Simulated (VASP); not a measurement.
# Cu: a series in biaxial strain in the (001) plane

How do stress and energy of Cu follow biaxial strain in the (001) plane?

Method: r2SCAN; plane waves and PAW (Cu), in the first sound run; inputs show where later runs differ, in VASP 6.6.1.

Most raw output is cut from this account.

**1. The structure**

It takes space group Fm-3m (No. 225, cubic). Conventional cell: a = 3.610 Å, b = 3.610 Å, c = 3.610 Å, α = 90.00°, β = 90.00°, γ = 90.00°. Nearest to Cu lie 12 Cu at 2.55 Å.

Coordinates:

```
Cu
1.0
     0.00000    1.80500    1.80500
     1.80500    0.00000    1.80500
     1.80500    1.80500    0.00000
Cu
1
Cartesian
  0.0000 0.0000 0.0000
```

**2. Relax the crystal, r2SCAN**

The series starts from the cell that this level prefers, so that zero strain is near zero stress.

This step took 2 runs in a row; the last is shown.

Level: r2SCAN; plane waves and PAW (Cu).

INCAR reads:

```
SYSTEM = Cu
PREC = Accurate
ENCUT = 450
EDIFF = 1E-07
NELM = 120
ISMEAR = 1
SIGMA = 0.15
LREAL = .FALSE.
ALGO = Normal
METAGGA = R2SCAN
LASPH = .TRUE.
NBANDS = 11
LORBIT = 11
LWAVE = .FALSE.
LCHARG = .FALSE.
KPAR = 8
IBRION = 2
NSW = 40
ISIF = 3
EDIFFG = -0.005
POTIM = 0.4
```

POSCAR reads:

```
Cu
1.0
    0.0000000000      1.7883977538      1.7883977538
    1.7883977538      0.0000000000      1.7883977538
    1.7883977538      1.7883977538      0.0000000000
Cu
1
Direct
    0.0000000000      0.0000000000      0.0000000000
```

KPOINTS reads:

```
Automatic mesh
0
Gamma
28 28 28
0 0 0
```

The projector-augmented-wave data sets are Cu (PBE family, release 64).

Run with:

```console
$ mpirun -np 8 vasp_std
```

The job ended after 50 s (8 MPI ranks of AMD EPYC 7R43, shared host; peak memory 1.1 GiB).

This run gave:

| Quantity | Value |
| --- | --- |
| energy(sigma→0) of the program | -10.8270 eV |
| stress, compression positive | xx, yy, zz -0.04, -0.04, -0.04 GPa |
| volume | 11.440 Å³ |
| ionic steps | 1 |

**3. Strain along the normal, r2SCAN**

One member in full: the plane is strained by 0.5 %, and the strain along the normal is moved by secant steps until the normal stress is under 0.012 GPa or five steps are spent; the atoms relax at each step.

This step took 3 runs, each at a new trial strain with the atoms of the one before; the last is shown.

Level: r2SCAN; plane waves and PAW (Cu).

Edit INCAR of step 2 so:

```diff
@@ -15,7 +15,7 @@
 LCHARG = .FALSE.
-KPAR = 8
-IBRION = 2
-NSW = 40
-ISIF = 3
-EDIFFG = -0.005
-POTIM = 0.4
+KPAR = 2
+IBRION = 1
+NSW = 25
+ISIF = 2
+EDIFFG = -0.004
+POTIM = 0.3
```

POSCAR reads:

```
Cu
1.0
    0.0000000000      1.7973397430      1.7757817380
    1.7973397430      0.0000000000      1.7757817380
    1.7973397430      1.7973397430      0.0000000000
Cu
1
Direct
    0.0000000000      0.0000000000      0.0000000000
```

KPOINTS is that of step 2.

Run with:

```console
$ mpirun -np 2 vasp_std
```

The job ended after 7.5 min (2 MPI ranks; peak memory 0.43 GiB; 15 min of CPU time).

Read from the output:

- energy(sigma→0) of the program: -10.8269 eV
- stress, compression positive: xx, yy, zz -0.77, -0.77, 0.00 GPa
- ionic steps: 1

**4. The table**

The other members went through these steps as far as the tables show, with the same cutoff and, step by step, the same mesh; 28 runs are not shown. The session took 9.3 core hours (wall time by ranks) on a shared machine.

```
in-plane strain (%)  strain along the normal (%)  in-plane stress, tension positive (GPa)  energy above the unstrained row, extrapolated to no smearing (meV/atom)
             -2.000                        2.662                                   -3.665                                                                    5.912
             -1.500                        1.990                                   -2.658                                                                    3.402
             -1.000                        1.330                                   -1.694                                                                    1.625
             -0.500                        0.657                                   -0.821                                                                    0.503
                  0                       -0.014                                    0.015                                                                    0.000
              0.500                       -0.705                                    0.765                                                                    0.116
              1.000                       -1.439                                        ?                                                                        ?
              1.500                       -2.148                                    1.996                                                                    1.783
              2.000                       -2.883                                    2.498                                                                    3.291
```

**5. Stress from the known rows**

Fitting a parabola to the 8 known rows (e: strain in %) gives stress = − 0.1488 e² + 1.547 e + 0.008150 in GPa; the residuals are 0.013 GPa r.m.s.

At e = 1 this predicts 1.406 GPa.

**6. Prediction against calculation**

The calculation gives 1.372 GPa, so the prediction is 0.034 GPa too high, more than twice the residual of the fit.

Slopes at zero strain, from cubics through all rows: strain ratio -1.375, stress over strain 155 GPa.

**7. Summary of results**

| Quantity | Value |
| --- | --- |
| error of the predicted stress | 0.034 GPa |
| ratio of normal to in-plane strain | -1.375 |
| biaxial modulus | 155 GPa |

**Reading.** As a check, the curvature of the energy gives 161 GPa for the same modulus (energy per volume = M × strain²), 4 % from the slope of the stress; these energies are extrapolated to no smearing, while the stress belongs to the free energy, so part of the difference may come from that. The energy also has a linear term worth 0.27 GPa that the stress column lacks, a mark of the finite basis or of the smearing. These are static values: temperature and zero-point motion are left out. In a metal the slopes also depend on mesh and smearing, which were held through the series.

[Lines on the potential files, build, host, timing and source positions are cut from VASP's logs without a mark.]

[Logs are printed without paths, hosts, clocks, repeated set-up lines and the standing remarks that a program may print on its own settings, such as how far it seeks lower states.]

[Hosts, paths, dates, database ids (printed as entryN), source tags and the programs' standing remarks are cut or masked in the printed files.]

[In band tables of VASP the shares of atoms and orbitals are scaled to a sum of 1 inside the atoms' spheres.]
